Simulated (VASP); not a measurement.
Given:

```xyz
3
Lattice="0.0000 3.7693 3.7693 3.7693 0.0000 3.7693 3.7693 3.7693 0.0000" Properties=species:S:1:pos:R:3 pbc="T T T"
Hg     3.7693     7.5386     3.7693
I      1.8847     1.8847     1.8847
I      5.6540     5.6540     5.6540
```

Method: PBEsol GGA, VASP's PBE PAW potentials (set 64) (plane waves; VASP). Run with 400 eV cut-off, 8×8×8 Γ-centred mesh, tetrahedra with Blöchl corrections, potentials Hg I.

Unless said otherwise, spin-orbit coupling is left out, though it shifts the bands of the heavy elements here.

Q: Tabulate the total density of states (states/eV per cell) against energy (eV; zero at the valence-band maximum or, without a gap, the Fermi level).

A: 
```tsv
E (eV)	DOS (states/eV)
-9.97	0.00
-9.75	0.00
-9.52	0.00
-9.29	0.00
-9.07	0.00
-8.84	0.00
-8.61	0.00
-8.39	0.00
-8.16	0.00
-7.93	0.00
-7.71	0.00
-7.48	0.00
-7.25	0.00
-7.03	0.00
-6.80	0.00
-6.57	0.18
-6.35	24.5
-6.12	19.4
-5.89	0.00
-5.67	0.00
-5.44	0.00
-5.21	2.47
-4.99	1.73
-4.76	1.40
-4.53	1.24
-4.30	0.90
-4.08	0.50
-3.85	0.37
-3.62	1.16
-3.40	2.44
-3.17	2.73
-2.94	2.78
-2.72	3.19
-2.49	4.95
-2.26	1.43
-2.04	2.18
-1.81	2.20
-1.58	1.50
-1.36	2.81
-1.13	2.77
-0.90	3.03
-0.68	3.37
-0.45	3.59
-0.22	3.53
0.00	2.22
0.23	1.93
0.46	2.96
0.69	2.01
0.91	0.86
1.14	0.01
1.36	0.00
1.59	0.00
1.82	0.00
2.04	0.00
2.27	0.00
2.50	0.00
2.73	0.00
2.95	0.00
3.18	0.02
3.41	0.55
```
Within 2 eV below the Fermi level the largest weight inside VASP's projection spheres is I p.

The structure was generated: HgI2 was put into the fluorite type (Fm-3m), which need not be its known phase. It was relaxed first, which changed the volume by +17 %.
